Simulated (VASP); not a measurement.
Data:

```xyz
3
Lattice="0.0000 2.5173 2.5173 2.5173 0.0000 2.5173 2.5173 2.5173 0.0000" Properties=species:S:1:pos:R:3 pbc="T T T"
Zr     0.0000     0.0000     0.0000
O      1.2587     1.2587     1.2587
O      3.7760     3.7760     3.7760
```

The numbers are results of SCAN meta-GGA, VASP's PBE PAW potentials (set 64) (plane waves; VASP), not measurements. Settings: 520 eV cut-off, 8×8×8 Γ-centred mesh, Gaussian smearing of 0.050 eV, potentials Zr_sv O.

Problem. The job: ZrO2 (fluorite), 3 atoms, SCAN, static run, 520 eV, 8×8×8 Γ-centred mesh. Roughly how much core time does it take on a busy server core?

Solution. About 60 core-seconds (one run on a shared machine, a rough figure). It had 29 irreducible k-points, 16 bands, up to 881 plane waves and 24 electronic steps.

The compound is ZrO2 in the fluorite structure, the high-temperature cubic form, which is unstable at 0 K; the monoclinic form is the stable one. This cell is one point of a volume scan, at 0.97 of the reference volume.
